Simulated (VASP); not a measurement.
Input:

```
CELL_PARAMETERS angstrom
      0.00000     2.96973     2.96973
      2.96973     0.00000     2.96973
      2.96973     2.96973     0.00000
ATOMIC_POSITIONS crystal
  Ag 0.00000 0.00000 0.00000
  Br 0.50000 0.50000 0.50000
```

These are PW91 GGA, VASP's PBE PAW potentials (set 64) (plane waves; VASP 6.6.1) values and carry that method's errors. Settings: 520 eV cut-off, 8×8×8 Γ-centred mesh, Gaussian smearing of 0.050 eV, potentials Ag Br.

Problem. Estimate the energy per atom (σ→0), pressure, band gap (on the k-mesh) with the smallest direct gap where there is one.

Solution. 
The band gap (on the k-mesh) is 0.70 eV. The smallest direct gap (on the k-mesh) is 2.28 eV and the energy per atom (σ→0) is -2.525 eV/atom. The pressure is -1.98 GPa.

Only differences to runs with the same potentials and settings are physical.

The compound is AgBr in the rock salt structure. This cell is one point of a volume scan, at 1.06 of the reference volume.
